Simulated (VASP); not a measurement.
Consider the following.

```
CELL_PARAMETERS angstrom
      0.00000     1.80500     1.80500
      1.80500     0.00000     1.80500
      1.80500     1.80500     0.00000
ATOMIC_POSITIONS crystal
  Cu 0.00000 0.00000 0.00000
```

All values below come from SCAN meta-GGA, VASP's PBE PAW potentials (set 64) (plane waves; VASP 6.6.1). Run with 520 eV cut-off, 16×16×16 Γ-centred mesh, first-order Methfessel-Paxton smearing of 0.10 eV, potentials Cu.

Energy and stress use the plane-wave basis of the starting cell.

Question: The ions, cell shape and volume are relaxed. Give the cell that the relaxation ends in.

Answer: 
```
CELL_PARAMETERS angstrom
      0.00000     1.77953     1.77953
      1.77953     0.00000     1.77953
      1.77953     1.77953     0.00000
ATOMIC_POSITIONS crystal
  Cu 0.00000 0.00000 0.00000
```
Space group Fm-3m (225), at a tolerance of 0.03 Å.

Question: How do energy and volume change from the first to the last step?

Answer: The energy (σ→0) changes by -5.7 meV/atom and the volume by -4.2 %, in 4 ionic steps.

```csv
step,E(σ→0) (eV),max force (eV/Å),pressure (GPa),volume (Å³)
1,-15.1307,0.000,-5.52,11.76
2,-15.1332,0.000,3.01,11.08
3,-15.1365,0.000,-2.12,11.41
4,-15.1364,0.000,-0.04,11.27
```

The compound is Cu in the fcc structure. This run relaxes it. Symmetry was kept, so distortions that lower it aren't found.
